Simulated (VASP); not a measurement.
Input of a VASP 6.6.1 run:

Contents of POSCAR:

```
ZnBr
1.0
    4.9186300000      0.0000000000      0.0000000000
   -2.4593200000      4.2596600000      0.0000000000
    0.0000000000      0.0000000000      4.9864800000
Zn Br
1 1
Direct
    0.0000000000      0.0000000000      0.5000000000
    0.0000000000      0.0000000000      0.0000000000
```

File INCAR.step1:

```
PREC = Accurate
ENCUT = 520
EDIFF = 1E-5
ISMEAR = -1
SIGMA = 0.05
LREAL = False
LASPH = True
NELM = 100
ALGO = Normal
ISIF = 2
LWAVE = True
LCHARG = False
GGA = PE
```

The input INCAR.step2:

```
PREC = Accurate
ENCUT = 520
EDIFF = 1E-7
ISMEAR = -1
SIGMA = 0.05
LREAL = False
LASPH = True
NELM = 100
ALGO = Normal
ISIF = 2
LWAVE = False
LCHARG = False
GGA = PE
LHFCALC = True
HFSCREEN = 0.2
AEXX = 0.25
PRECFOCK = Fast
ISTART = 1
```

The input KPOINTS:

```
regular mesh
0
Gamma
  3 3 3
```

Potentials or basis: VASP PAW PBE potentials, release 64 (Zn, Br).

The run is started by

```console
$ cat potpaw_PBE.64/Zn/POTCAR potpaw_PBE.64/Br/POTCAR > POTCAR
$ cp INCAR.step1 INCAR
$ mpirun -np 1 vasp_std > vasp.out
$ cp INCAR.step2 INCAR
$ mpirun -np 1 vasp_std > vasp.out
```

Q: Estimate the pressure.

A: -0.1 GPa.

Q: Estimate the band gap on the k mesh.

A: None (metal or under the smearing width).

Stress tensor (GPa, compression positive):
```
-0.26  0.00  0.00
 0.00 -0.26  0.00
 0.00  0.00  0.30
```

Caveat: the k mesh is coarse (spacing up to 0.49 Å⁻¹), so the values aren't converged, least of all with exact exchange; the PAW data sets were made with another functional, which shifts forces and pressure a little; an odd number of electrons without spin polarisation forces a metal; a magnetic or distorted state may lie lower.
